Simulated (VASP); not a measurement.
# Na2LiTiF6 (Fm-3m) in VASP: single point with LDA

Aim: the single point of Na2LiTiF6 with LDA.

Program: VASP 6.6.1. These are calculated values, not measurements. Logs are shortened: lines on timing, memory, paths and dates and some standing lists are left out, and cuts for length are marked.

## (1) The crystal as given

The structure is cubic, space group Fm-3m (No. 225). Conventional cell: a = 7.941 Å, b = 7.941 Å, c = 7.941 Å, α = 90.00°, β = 90.00°, γ = 90.00°. Na (site symmetry -43m) has 12 F at 2.81 Å as nearest neighbours. Li (site symmetry m-3m) has 6 F at 2.00 Å as nearest neighbours. Around Ti (site symmetry m-3m) lie 6 F at 1.97 Å. F (site symmetry 4mm) has 1 Ti at 1.97 Å and 1 Li at 2.00 Å as nearest neighbours.

The cell comes from a database or a generator and needn't be the stable form of this composition.

## (2) Single point, LDA

File INCAR:

```
SYSTEM = Na2LiTiF6
  PREC = Accurate
  ENCUT = 520
  EDIFF = 1E-6
  ISMEAR = 1
  SIGMA = 0.1
  LREAL = .False.
  LASPH = .True.
  NELM = 100
  ALGO = Normal
  ISIF = 2
  LWAVE = .False.
  LCHARG = .False.
  GGA = CA
  NBANDS = 46
```

File KPOINTS:

```
regular mesh
0
Gamma
  4 4 4
  0 0 0
```

File POSCAR:

```
Na2LiTiF6
1.0
    0.0000000000      3.9704810000      3.9704810000
    3.9704810000      0.0000000000      3.9704810000
    3.9704810000      3.9704810000      0.0000000000
Na Li Ti F
2 1 1 6
Direct
    0.2500000000      0.2500000000      0.2500000000
    0.7500000000      0.7500000000      0.7500000000
    0.5000000000      0.5000000000      0.5000000000
    0.0000000000      0.0000000000      0.0000000000
    0.2482350000      0.2482350000      0.7517650000
    0.2482350000      0.7517650000      0.7517650000
    0.7517650000      0.7517650000      0.2482350000
    0.2482350000      0.7517650000      0.2482350000
    0.7517650000      0.2482350000      0.7517650000
    0.7517650000      0.2482350000      0.2482350000
```

Potentials or basis: VASP PAW LDA potentials, release 64 (Na_pv, Li_sv, Ti_sv, F).

Command:

```
> cat potpaw_LDA.64/Na_pv/POTCAR potpaw_LDA.64/Li_sv/POTCAR potpaw_LDA.64/Ti_sv/POTCAR potpaw_LDA.64/F/POTCAR > POTCAR
> mpirun -np 1 vasp_std > vasp.out
```

OUTCAR:

```text
SYSTEM = Na2LiTiF6
   PREC = Accurate
   ENCUT = 520
   EDIFF = 1E-6
   ISMEAR = 1
   LREAL = .False.
   LASPH = .True.
   NELM = 100
   ISIF = 2
   GGA = CA

 ion  position               nearest neighbor table
   1  0.250  0.250  0.250-
   2  0.750  0.750  0.750-
   3  0.500  0.500  0.500-   5 2.00   6 2.00   7 2.00   8 2.00   9 2.00  10 2.00
   4  0.000  0.000  0.000-   5 1.97   6 1.97   7 1.97   8 1.97   9 1.97  10 1.97
   5  0.248  0.248  0.752-   4 1.97   3 2.00
   6  0.248  0.752  0.752-   4 1.97   3 2.00
   7  0.752  0.752  0.248-   4 1.97   3 2.00
   8  0.248  0.752  0.248-   4 1.97   3 2.00
   9  0.752  0.248  0.752-   4 1.97   3 2.00
  10  0.752  0.248  0.248-   4 1.97   3 2.00

  LATTYP: Found a face centered cubic cell.
 ALAT       =     7.9409620000

  Lattice vectors:

 A1 = (   0.0000000000,   3.9704810000,   3.9704810000)
 A2 = (   3.9704810000,   0.0000000000,   3.9704810000)
 A3 = (   3.9704810000,   3.9704810000,   0.0000000000)

Analysis of symmetry for initial positions (statically):
=====================================================================
 Subroutine PRICEL returns:
 Original cell was already a primitive cell.

 Routine SETGRP: Setting up the symmetry group for a
 face centered cubic supercell.

 Subroutine GETGRP returns: Found 48 space group operations
 (whereof 48 operations were pure point group operations)
 out of a pool of 48 trial point group operations.

The static configuration has the point symmetry O_h .

Analysis of symmetry for dynamics (positions and initial velocities):
=====================================================================
 Subroutine PRICEL returns:
 Original cell was already a primitive cell.

 Routine SETGRP: Setting up the symmetry group for a
 face centered cubic supercell.

 Subroutine GETGRP returns: Found 48 space group operations
 (whereof 48 operations were pure point group operations)
 out of a pool of 48 trial point group operations.

The dynamic configuration has the point symmetry O_h .

 Subroutine INISYM returns: Found 48 space group operations
 (whereof 48 operations are pure point group operations),
 and found     1 'primitive' translations

----------------------------------------------------------------------------------------

[... 98 lines left out ...]
   ISYM   =      2    0-nonsym 1-usesym 2-fastsym
   POTIM  = 0.5000    time-step for ionic-motion
   TEBEG  =    0.0;   TEEND  =   0.0 temperature during run
   PSTRESS=    0.0 pullay stress
   NELECT =      71.0000    total number of electrons
   NUPDOWN=      -1.0000    fix difference up-down
   EMIN   =  10.00;   EMAX   =-10.00  energy-range for DOS
   EFERMI =   0.00;   METHOD = LEGACY
   ISMEAR =     1;   SIGMA  =   0.10  broadening in eV -4-tet -1-fermi 0-gaus
   EFERMI_NEDOS =   21; number of points for ismear=-14 and -15
   IALGO  =     38    algorithm
   IMIX   =      4    mixing-type and parameters
     AMIX     =   0.40;   BMIX     =  1.00
     AMIX_MAG =   1.60;   BMIX_MAG =  1.00
  volume/ion in A,a.u.               =      12.52        84.48
  Fermi-wavevector in a.u.,A,eV,Ry     =   1.355110  2.560786 24.984686  1.836323
  Thomas-Fermi vector in A             =   2.482225
   LORBIT       =      0    0 simple, 1 ext, 2 COOP (PROOUT), +10 PAW based schemes
   GGA     = CA    functional components
   LHFCALC =     F    Hartree Fock is set to
   AEXX    =    0.0000 exact exchange contribution
   IVDW    =     0    specifies the selected vdW correction
   LEPSILON=     F    determine dielectric tensor
   LRPA    =     F    only Hartree local field effects (RPA)
 non-spin polarized calculation
 Methfessel and Paxton  Order N= 1 SIGMA  =   0.10
  energy-cutoff  :      520.00
  volume of cell :      125.19
 maximum number of plane-waves:      3383
 NGX is ok and might be reduce to    42
   NGX = 21   NGY = 21   NGZ = 21

 number of electron      71.0000042 magnetization

 Free energy of the ion-electron system (eV)
  ---------------------------------------------------
  ext. energy  EPLUGINS =         0.00000000
  ---------------------------------------------------
  free energy    TOTEN  =       -57.17343596 eV

  energy without entropy =      -57.15091388  energy(sigma->0) =      -57.16592860

 E-fermi :   4.0280     XC(G=0):  -9.8822

 val. band max:        4.0266159347   @ k =   0.5000   0.5000   0.0000
 cond. band min:       4.0496578903   @ k =   0.5000   0.2500   0.0000
 fundamental gap:      0.0230419556
 Fermi energy:         4.0280241853

 k-point     1 :       0.0000    0.0000    0.0000
  band No.  band energies     occupation
      1     -54.4455      2.00000
      2     -41.3376      2.00000
      3     -31.2286      2.00000
      4     -31.2286      2.00000
      5     -31.2286      2.00000
      6     -21.8661      2.00000
[... 381 lines left out ...]
     45      10.8717      0.00000
     46      10.8717      0.00000

------------------------ aborting loop because EDIFF is reached ----------------------------------------

  FORCE on cell =-STRESS in cart. coord.  units (eV):
  Direction    XX          YY          ZZ          XY          YZ          ZX
  --------------------------------------------------------------------------------------
  -------------------------------------------------------------------------------------
  Total       -5.5496323     -5.5496323     -5.5496323      0.0000000     -0.0000000      0.0000000
  in kB      -71.0256854    -71.0256854    -71.0256854      0.0000000     -0.0000000      0.0000000
  external PRESSURE =     -71.0256854 kB  Pullay stress =       0.0000000 kB

 VOLUME and BASIS-vectors are now :
 -----------------------------------------------------------------------------
  energy-cutoff  :      520.00
  volume of cell :      125.19
      direct lattice vectors                 reciprocal lattice vectors
     0.000000000  3.970481000  3.970481000    -0.125929327  0.125929327  0.125929327
     3.970481000  0.000000000  3.970481000     0.125929327 -0.125929327  0.125929327
     3.970481000  3.970481000  0.000000000     0.125929327  0.125929327 -0.125929327

 POSITION                                       TOTAL-FORCE (eV/Angst)
 -----------------------------------------------------------------------------------
      1.98524      1.98524      1.98524        -0.000000      0.000000      0.000000
      5.95572      5.95572      5.95572         0.000000      0.000000     -0.000000
      3.97048      3.97048      3.97048         0.000000      0.000000      0.000000
      0.00000      0.00000      0.00000         0.000000      0.000000      0.000000
      3.97048      3.97048      1.97122         0.000000      0.000000     -0.326407
      5.96974      3.97048      3.97048         0.326407      0.000000      0.000000
      3.97048      3.97048      5.96974         0.000000      0.000000      0.326407
      3.97048      1.97122      3.97048         0.000000     -0.326407      0.000000
      3.97048      5.96974      3.97048         0.000000      0.326407      0.000000
      1.97122      3.97048      3.97048        -0.326407      0.000000      0.000000
 -----------------------------------------------------------------------------------
    total drift:                                0.000000      0.000000      0.000000

  FREE ENERGIE OF THE ION-ELECTRON SYSTEM (eV)
  ---------------------------------------------------
  free  energy   TOTEN  =       -57.1734359550 eV

  energy  without entropy=      -57.1509138764  energy(sigma->0) =      -57.16592860
```

Run time: 62 s. Hardware: 1 thread of Intel Xeon Platinum 8488C (Sapphire Rapids), shared host; peak memory 0.23 GiB.

What came out:

* Free energy: -57.1734 eV
* Largest force: 0.326 eV/Å
* Band gap on the k mesh: none (metal or under the smearing width)

Forces on the atoms (eV/Å):
```
Na   0.000  0.000  0.000
Na   0.000  0.000  0.000
Li   0.000  0.000  0.000
Ti   0.000  0.000  0.000
F    0.000  0.000 -0.326
F    0.326  0.000  0.000
F    0.000  0.000  0.326
F    0.000 -0.326  0.000
F    0.000  0.326  0.000
F   -0.326  0.000  0.000
```

Caveat: the cutoff is under 1.25 times the usual one of these potentials, so pressure, stress and relaxed cells hold a basis-set (Pulay) error; an odd number of electrons without spin polarisation forces a metal; a magnetic or distorted state may lie lower; semilocal functionals often make such compounds metallic where correlation or magnetic order opens a gap, which also shifts bond lengths.
